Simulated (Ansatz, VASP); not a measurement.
One calculation of TaAl4, two programs

```
Ta Al
1.0
    -3.04019    3.04019    3.04019
     3.04019   -3.04019    3.04019
     3.04019    3.04019   -3.04019
Ta Al
1 4
Direct
  0.00000 0.00000 0.00000
  0.50000 0.50000 0.50000
  0.00000 0.00000 0.50000
  0.00000 0.50000 0.00000
  0.50000 0.00000 0.00000
```

Alike in both runs: functional PBE; k mesh 4 × 4 × 4; occupations gaussian, width 0.1 eV; no spin polarisation.

Ansatz relaxed the structure, and its values are those at the end. VASP's run is a single point on that final structure, the one shown.

|  | VASP | Ansatz |
| --- | --- | --- |
| version | VASP 6.6.1 | Ansatz 0.2.0 |
| potentials or method | VASP PAW PBE potentials, release 64 (Ta_pv, Al) | scalar-relativistic, plane waves, PAW |
| plane-wave cutoff (eV) | 520 | 420 |
| valence electrons in the cell | 23 | 25 |

|  | VASP | Ansatz | Ansatz less VASP |
| --- | --- | --- | --- |
| gap on the k mesh at the Fermi level (eV) | none | none | - |
| pressure (GPa) | 0.3 | 0.3 | +0.01 |

A gap of «none» marks a metal or a gap that the smearing closes. With one functional, cell and mesh, what is left measures potentials, basis and numerics. The two sets of potentials don't hold the same shells in valence.

Caveats: the k mesh is coarse (spacing up to 0.37 Å⁻¹), so the values aren't converged. Spin-orbit coupling is left out, which matters for the levels of Ta.
